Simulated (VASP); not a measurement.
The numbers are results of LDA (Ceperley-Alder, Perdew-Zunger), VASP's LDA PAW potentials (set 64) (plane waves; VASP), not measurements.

VASP ran on this input.

**INCAR**
```
ALGO  =  Normal
EDIFF  =  1E-6
EDIFFG  =  -0.01
ENCUT  =  520
IBRION  =  2
ISIF  =  3
ISMEAR  =  0
LASPH  =  .TRUE.
LCHARG  =  .FALSE.
LMAXMIX  =  4
LREAL  =  .FALSE.
LWAVE  =  .FALSE.
NELM  =  100
NSW  =  60
PREC  =  Accurate
SIGMA  =  0.05
SYSTEM  =  PbSe
```

POSCAR:
```
PbSe
1.0
  0.0000000000   3.0600000000   3.0600000000
  3.0600000000   0.0000000000   3.0600000000
  3.0600000000   3.0600000000   0.0000000000
Pb Se
1 1
Direct
  0.0000000000   0.0000000000   0.0000000000
  0.5000000000   0.5000000000   0.5000000000
```

### KPOINTS
```
K-points
0
G
 7 7 7
0 0 0
```

POTCAR, in this order: Pb_d Se (LDA.64 set). Program: vasp_std.

Energy and stress use the plane-wave basis of the starting cell.

Predict the energy per atom (σ→0), volume per atom.

```yaml
energy per atom (σ→0): -4.731 eV/atom
volume_per_atom: 27.58 Å^3/atom
```

### OSZICAR
```
...
DAV:   1    -0.950601720477E+01   -0.46090E-01   -0.14015E+00   686   0.226E+01    0.112E+00
DAV:   2    -0.946841996172E+01    0.37597E-01   -0.78783E-02   686   0.533E+00    0.407E-01
DAV:   3    -0.946226579159E+01    0.61542E-02   -0.27719E-02   686   0.298E+00    0.695E-02
DAV:   4    -0.946229273040E+01   -0.26939E-04   -0.65419E-04   560   0.293E-01    0.251E-02
DAV:   5    -0.946229089814E+01    0.18323E-05   -0.10056E-04   712   0.159E-01    0.125E-02
DAV:   6    -0.946228908366E+01    0.18145E-05   -0.94196E-06   506   0.586E-02    0.217E-03
DAV:   7    -0.946228896596E+01    0.11770E-06   -0.58211E-07   280   0.111E-02
   3 F= -.94622890E+01 E0= -.94622890E+01  d E =-.141039E-01
```

The compound is PbSe in the rock salt structure. This run relaxes it. Symmetry was kept, so distortions that lower it aren't found.
